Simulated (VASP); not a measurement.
Given:

```yaml
crystal:
  lattice:
    - [-1.56665, 1.56665, 1.56665]
    - [1.56665, -1.56665, 1.56665]
    - [1.56665, 1.56665, -1.56665]
  atoms:
    - { symbol: Mo, position: [0.00000, 0.00000, 0.00000] }
```

These are PBEsol GGA, VASP's PBE PAW potentials (set 64) (plane waves; VASP 6.6.1) values and carry that method's errors. Numerical set-up: PREC = Normal, EDIFF = 1E-5, 400 eV cut-off, 18×18×18 Γ-centred mesh, first-order Methfessel-Paxton smearing of 0.10 eV, potentials Mo_sv.

Question: What does the run give for the energy per atom (σ→0), pressure, band gap (on the k-mesh) with the smallest direct gap where there is one?

Answer: 
- band gap (on the k-mesh) = none (metal, semimetal or under 0.01 eV)
- energy per atom (σ→0) = -11.776 eV/atom
- pressure = -1.43 GPa

Total energies compare only between runs with the same potentials, cut-off and functional.

The compound is Mo in the bcc structure. It was relaxed first.
